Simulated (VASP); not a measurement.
Here is a VASP 6.6.1 calculation.

Contents of INCAR:

```
SYSTEM = AlGaN2
ALGO     = Normal         ! electronic algorithm
EDIFF    = 1E-7           ! SCF threshold, eV
ENCUT    = 520            ! plane-wave cutoff, eV
ISIF     = 2              ! what is computed and relaxed
ISMEAR   = 0              ! smearing method
LASPH    = .True.         ! aspherical terms in the spheres
LCHARG   = .False.        ! write CHGCAR
LREAL    = .False.        ! projectors in reciprocal space
LWAVE    = .False.        ! write WAVECAR
NBANDS   = 21             ! bands
NELM     = 100            ! most SCF steps
PREC     = Accurate       ! precision mode
SIGMA    = 0.05           ! smearing width, eV
```

The input KPOINTS:

```
k-points
0
Gamma
  8 8 6
  0 0 0
```

Contents of POSCAR:

```
AlGaN2
1.0
    3.1408770487      0.0000000000      0.0000000000
    0.0000000000      3.1408770487      0.0000000000
    0.0000000000      0.0000000000      4.4238379400
Al Ga N
1 1 2
Direct
    0.5000000000      0.5000000000      0.5000000000
    0.0000000000      0.0000000000      0.0000000000
    0.5000000000      0.0000000000      0.7382648100
    0.0000000000      0.5000000000      0.2617351900
```

Potentials or basis: VASP PAW LDA potentials, release 64 (Al, Ga_d, N).

The run is started by

```console
$ cat potpaw_LDA.64/Al/POTCAR potpaw_LDA.64/Ga_d/POTCAR potpaw_LDA.64/N/POTCAR > POTCAR
$ mpirun -np 1 vasp_std > vasp.out
```

(1) Estimate the pressure.

(2) Estimate the largest force.

(3) What does it give for the band gap on the k mesh?

## Answers

(1) -4.2 GPa.

(2) 0.169 eV/Å.

(3) 2.87 eV, direct.
